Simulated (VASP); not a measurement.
VASP ran on this input.

POSCAR:
```
CaO
1.0
  0.0000000000   2.4399888764   2.4399888764
  2.4399888764   0.0000000000   2.4399888764
  2.4399888764   2.4399888764   0.0000000000
Ca O
1 1
Direct
  0.0000000000   0.0000000000   0.0000000000
  0.5000000000   0.5000000000   0.5000000000
```

File KPOINTS:
```
Automatic mesh
0
Gamma
10 10 10
0 0 0
```

INCAR:
```
AGGAC=0.0
ALGO=Normal
EDIFF=1E-7
ENCUT=520
GGA=CX
ISIF=2
ISMEAR=0
LASPH=.True.
LCHARG=.False.
LREAL=.False.
LUSE_VDW=.True.
LWAVE=.False.
NELM=100
PREC=Accurate
SIGMA=0.05
SYSTEM=CaO
```

POTCAR, in this order: Ca_sv O (PBE.64 set). Program: vasp_std.

Q: Write an equivalent input for Quantum ESPRESSO's pw.x.

A: One equivalent input (not run):
```
&CONTROL
  calculation = 'scf'
  pseudo_dir = './pseudo'
  outdir = './out'
  tprnfor = .true.
  tstress = .true.
/
&SYSTEM
  ibrav = 0
  nat = 2
  ntyp = 2
  ecutwfc = 84
  occupations = 'smearing'
  smearing = 'gaussian'
  degauss = 0.003675
  input_dft = 'vdw-df-cx'
/
&ELECTRONS
  conv_thr = 7.3e-09
  electron_maxstep = 100
/
ATOMIC_SPECIES
  Ca 40.078 Ca.upf
  O 15.999 O.upf
CELL_PARAMETERS angstrom
     0.0000000    2.4399889    2.4399889
     2.4399889    0.0000000    2.4399889
     2.4399889    2.4399889    0.0000000
ATOMIC_POSITIONS crystal
  Ca   0.0000000  0.0000000  0.0000000
  O    0.5000000  0.5000000  0.5000000
K_POINTS automatic
  10 10 10 0 0 0
```
Limits of the translation: the potentials are each code's own (VASP's PAW set, PseudoDojo norm-conserving files in pw.x), so ENCUT and ecutwfc are chosen apart and not converted; conv_thr bounds pw.x's estimated SCF error, while EDIFF bounds the energy change between steps.

The compound is CaO in the rock salt structure. This cell is one point of a volume scan, at 1.06 of the reference volume.
